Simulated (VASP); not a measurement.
Data:

```
Au
1.0
    0.00000     2.02601     2.02601
    2.02601     0.00000     2.02601
    2.02601     2.02601     0.00000
Au
1
Direct
  0.00000   0.00000   0.00000
```

Calculation: LDA (Ceperley-Alder, Perdew-Zunger) with spin-orbit coupling, VASP's LDA PAW potentials (set 64) (plane waves; VASP). Numerical set-up: 400 eV cut-off, 14×14×14 Γ-centred mesh, Gaussian smearing of 0.050 eV, potentials Au.

Task: Give the stress tensor in GPa (positive for a compressed cell).

Result: 
```
-1.18   0.00   0.00
 0.00  -1.18   0.00
 0.00   0.00  -1.18
```
The pressure is its mean diagonal, -1.18 GPa.

The compound is Au in the fcc structure. It was relaxed first.
